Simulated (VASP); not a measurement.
All values below come from r2SCAN meta-GGA, VASP's PBE PAW potentials (set 64) (plane waves; VASP 6.6.1).

Input for VASP

INCAR:
```
ALGO = Normal
EDIFF = 1E-5
EDIFFG = -0.03
ENCUT = 450
IBRION = 2
ISIF = 2
ISMEAR = 0
LASPH = T
LCHARG = F
LMAXMIX = 4
LMIXTAU = T
LREAL = F
LWAVE = F
METAGGA = R2SCAN
NELM = 100
NELMIN = 4
NSW = 20
PREC = Normal
SIGMA = 0.05
SYSTEM = GaN
```

**POSCAR**
```
GaN
1
    3.1892953867     0.0000000000     0.0000000000
   -1.5946476934     2.7620107870     0.0000000000
    0.0000000000     0.0000000000     5.1911628772
Ga N
2 2
Direct
  0.3333330000   0.6666670000   0.0000000000
  0.6666670000   0.3333330000   0.5000000000
  0.3333330000   0.6666670000   0.3770000000
  0.6666670000   0.3333330000   0.8770000000
```

**KPOINTS**
```
Regular mesh
0
G
 11 11 6
0 0 0
```

POTCAR, in this order: Ga_d N (PBE.64 set). Program: vasp_std.

The run wrote:

File OUTCAR:
```
 ion  position               nearest neighbor table
   1  0.333  0.667  0.000-   4 1.95   4 1.95   4 1.95   3 1.96
   2  0.667  0.333  0.500-   3 1.95   3 1.95   3 1.95   4 1.96
   3  0.333  0.667  0.377-   2 1.95   2 1.95   2 1.95   1 1.96
   4  0.667  0.333  0.877-   1 1.95   1 1.95   1 1.95   2 1.96
  LATTYP: Found a hexagonal cell.
 ALAT       =     3.1892953867
 C/A-ratio  =     1.6276833118
 Subroutine PRICEL returns:
 Original cell was already a primitive cell.
 Subroutine GETGRP returns: Found 12 space group operations
The static configuration has the point symmetry C_3v.
 The point group associated with its full space group is C_6v.
The dynamic configuration has the point symmetry C_3v.
 Subroutine INISYM returns: Found 12 space group operations
 Subroutine IBZKPT returns following result:
 Found     64 irreducible k-points:

 Following reciprocal coordinates:
            Coordinates               Weight
  0.000000  0.000000  0.000000      1.000000
  0.090909 -0.000000  0.000000      6.000000
  0.181818 -0.000000  0.000000      6.000000
  0.272727  0.000000  0.000000      6.000000
  0.363636 -0.000000  0.000000      6.000000
  0.454545 -0.000000  0.000000      6.000000
  0.090909  0.090909  0.000000      6.000000
  0.181818  0.090909  0.000000     12.000000
  0.272727  0.090909  0.000000     12.000000
  0.363636  0.090909  0.000000     12.000000
  0.454545  0.090909  0.000000      6.000000
  0.181818  0.181818  0.000000      6.000000
  0.272727  0.181818  0.000000     12.000000
  0.363636  0.181818  0.000000     12.000000
  0.272727  0.272727  0.000000      6.000000
  0.363636  0.272727  0.000000      6.000000
  0.000000  0.000000  0.166667      2.000000
  0.090909 -0.000000  0.166667     12.000000
  0.181818 -0.000000  0.166667     12.000000
  0.272727  0.000000  0.166667     12.000000
  0.363636 -0.000000  0.166667     12.000000
  0.454545 -0.000000  0.166667     12.000000
  0.090909  0.090909  0.166667     12.000000
  0.181818  0.090909  0.166667     24.000000
  0.272727  0.090909  0.166667     24.000000
  0.363636  0.090909  0.166667     24.000000
  0.454545  0.090909  0.166667     12.000000
  0.181818  0.181818  0.166667     12.000000
  0.272727  0.181818  0.166667     24.000000
  0.363636  0.181818  0.166667     24.000000
  0.272727  0.272727  0.166667     12.000000
  0.363636  0.272727  0.166667     12.000000
  0.000000  0.000000  0.333333      2.000000
  0.090909 -0.000000  0.333333     12.000000
  0.181818 -0.000000  0.333333     12.000000
  0.272727  0.000000  0.333333     12.000000
  0.363636 -0.000000  0.333333     12.000000
  0.454545 -0.000000  0.333333     12.000000
  0.090909  0.090909  0.333333     12.000000
  0.181818  0.090909  0.333333     24.000000
   k-points           NKPTS =     64   k-points in BZ     NKDIM =     64   number of bands    NBANDS=     22
   number of dos      NEDOS =    301   number of ions     NIONS =      4
   total plane-waves  NPLWV =   9072
   dimension x,y,z NGX =    18 NGY =   18 NGZ =   28
   dimension x,y,z NGXF=    36 NGYF=   36 NGZF=   56
   ions per type =               2   2
   PREC   = normal    normal or accurate (medium, high low for compatibility)
   ISTART =      0    job   : 0-new  1-cont  2-samecut
   ICHARG =      2    charge: 1-file 2-atom 10-const
   ISPIN  =      1    spin polarized calculation?
   LNONCOLLINEAR =      F non collinear calculations
   LSORBIT =      F    spin-orbit coupling
   INIWAV =      1    electr: 0-lowe 1-rand  2-diag
   ENCUT  =  450.0 eV  33.07 Ry    5.75 a.u.   5.52  5.52  8.98*2*pi/ulx,y,z
   NELM   =    100;   NELMIN=  4; NELMDL= -5     # of ELM steps
...
```

**OSZICAR**
```
       N       E                     dE             d eps       ncg     rms          rms(c)
DAV:   1     0.237607893409E+03    0.23761E+03   -0.17558E+04  2996   0.288E+03
DAV:   2    -0.212662854683E+02   -0.25887E+03   -0.25062E+03  3166   0.502E+02
DAV:   3    -0.523514866507E+02   -0.31085E+02   -0.30864E+02  3212   0.148E+02
DAV:   4    -0.536089784127E+02   -0.12575E+01   -0.12548E+01  3990   0.312E+01
DAV:   5    -0.536260701844E+02   -0.17092E-01   -0.17088E-01  3182   0.334E+00    0.101E+01
DAV:   6    -0.449691960542E+02    0.86569E+01   -0.12256E+01  5114   0.580E+01    0.345E+00
DAV:   7    -0.431992165522E+02    0.17700E+01   -0.15903E+00  3086   0.108E+01    0.231E+00
DAV:   8    -0.459632472151E+02   -0.27640E+01   -0.20237E+00  4076   0.162E+01    0.214E+00
DAV:   9    -0.449559997768E+02    0.10072E+01   -0.55628E-01  3306   0.756E+00    0.770E-01
DAV:  10    -0.438005050335E+02    0.11555E+01   -0.38139E-01  3704   0.647E+00    0.125E-01
DAV:  11    -0.438125340915E+02   -0.12029E-01   -0.34192E-02  3228   0.183E+00    0.260E-01
DAV:  12    -0.438061521124E+02    0.63820E-02   -0.24358E-03  4588   0.702E-01    0.205E-01
DAV:  13    -0.438115398343E+02   -0.53877E-02   -0.55105E-03  4612   0.108E+00    0.182E-01
DAV:  14    -0.438116681050E+02   -0.12827E-03   -0.41337E-03  3352   0.687E-01    0.347E-01
DAV:  15    -0.438127172474E+02   -0.10491E-02   -0.93874E-04  3868   0.621E-01    0.222E-01
DAV:  16    -0.438136571892E+02   -0.93994E-03   -0.11560E-03  4130   0.381E-01    0.926E-02
DAV:  17    -0.438135899631E+02    0.67226E-04   -0.19905E-04  4286   0.126E-01    0.245E-02
DAV:  18    -0.438135879934E+02    0.19697E-05   -0.12607E-05  2120   0.805E-02
   1 F= -.43813588E+02 E0= -.43813588E+02  d E =-.438136E+02
```

OUTCAR:
```
------------------------ aborting loop because EDIFF is reached ----------------------------------------
  FORCE on cell =-STRESS in cart. coord.  units (eV):
  Direction    XX          YY          ZZ          XY          YZ          ZX
  --------------------------------------------------------------------------------------
  Total       -0.2342471     -0.2342471     -0.2677012      0.0000000      0.0000000      0.0000000
  in kB       -8.2072949     -8.2072947     -9.3794218      0.0000000      0.0000000      0.0000000
  external PRESSURE =      -8.5980038 kB  Pullay stress =       0.0000000 kB
  volume of cell :       45.73
      direct lattice vectors                 reciprocal lattice vectors
     3.189295387  0.000000000  0.000000000     0.313548881  0.181027533  0.000000000
    -1.594647693  2.762010787  0.000000000     0.000000000  0.362055067  0.000000000
     0.000000000  0.000000000  5.191162877     0.000000000  0.000000000  0.192635065
  FREE ENERGIE OF THE ION-ELECTRON SYSTEM (eV)
  ---------------------------------------------------
  free  energy   TOTEN  =       -43.8135879934 eV

  energy  without entropy=      -43.8135879934  energy(sigma->0) =      -43.81358799

 reached required accuracy - stopping structural energy minimisation
```
(Selected blocks of OUTCAR.)

At this cut-off the stress carries a Pulay error, which pulls relaxed volumes low.

The compound is GaN in the wurtzite structure. It was relaxed first.
